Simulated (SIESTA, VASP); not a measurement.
Input for VASP

**INCAR**
```
# general
SYSTEM =Y(CoGe)2
PREC   =Accurate
ENCUT  =300
LREAL  =.False.
LASPH  =.True.

# electronic loop
EDIFF  =1E-6
NELM   =100
ALGO   =Normal
LMAXMIX=4

# smearing
ISMEAR =0
SIGMA  =0.2

# ions
ISIF   =2

# output
LWAVE  =.False.
LCHARG =.False.
```

KPOINTS:
```
Automatic
0
G
  7 7 7
```

**POSCAR**
```
Y(CoGe)2
1
   -1.9718710000     1.9718710000     5.0420890000
    1.9718710000    -1.9718710000     5.0420890000
    1.9718710000     1.9718710000    -5.0420890000
Y Co Ge
1 2 2
Direct
  0.0142700000   0.0001340000   0.0043170000
  0.7388150000   0.2622760000   0.5026130000
  0.2368210000   0.7522590000   0.4971190000
  0.6386270000   0.6250810000   0.0010160000
  0.3714660000   0.3602510000  -0.0050640000
```

POTCAR, in this order: Y_sv Co Ge_d (LDA.64 set). Program: vasp_std.

Question: Translate it to SIESTA.

Answer: One input that does it (LDA PW92, numerical atomic orbitals DZP, PseudoDojo LDA standard norm-conserving potentials (rewritten from UPF to PSML)):
```
# files in the folder: Y.psml Co.psml Ge.psml (PseudoDojo LDA standard)
SystemName  Y(CoGe)2
SystemLabel siesta

NumberOfAtoms                5
NumberOfSpecies              3
%block ChemicalSpeciesLabel
  1 39 Y
  2 27 Co
  3 32 Ge
%endblock ChemicalSpeciesLabel
LatticeConstant              5.761876 Ang
%block LatticeVectors
    -0.342227254    0.342227254    0.875077666
     0.342227254   -0.342227254    0.875077666
     0.342227254    0.342227254   -0.875077666
%endblock LatticeVectors
AtomicCoordinatesFormat      Fractional
%block AtomicCoordinatesAndAtomicSpecies
     0.014270000    0.000134000    0.004317000  1
     0.738815000    0.262276000    0.502613000  2
     0.236821000    0.752259000    0.497119000  2
     0.638627000    0.625081000    0.001016000  3
     0.371466000    0.360251000   -0.005064000  3
%endblock AtomicCoordinatesAndAtomicSpecies

XC.functional                LDA
XC.authors                   PW92
PAO.BasisSize                DZP
PAO.EnergyShift              0.01 Ry
MeshCutoff                   300 Ry
%block kgrid.MonkhorstPack
    7   0   0  0.0
    0   7   0  0.0
    0   0   7  0.0
%endblock kgrid.MonkhorstPack
OccupationFunction           MP
OccupationMPOrder            0
ElectronicTemperature        2320.9 K

MaxSCFIterations             150
SCF.Mixer.Method             Pulay
SCF.Mixer.Weight             0.2
SCF.Mixer.History            8
SCF.DM.Tolerance             1.0E-04
Diag.ParallelOverK           true
WriteForces                  true
```
The two runs describe the same crystal, functional and task. Each code takes its own potentials, basis and convergence tests.

VASP's LDA is the Perdew-Zunger fit; the other code's may be Perdew-Wang, which differs slightly.

The structure comes from a computed database's Co2YGe2 entry; how it stands against other phases isn't given here. The cell was not relaxed at this level, atoms are displaced from their ideal sites, and it may have been scaled.
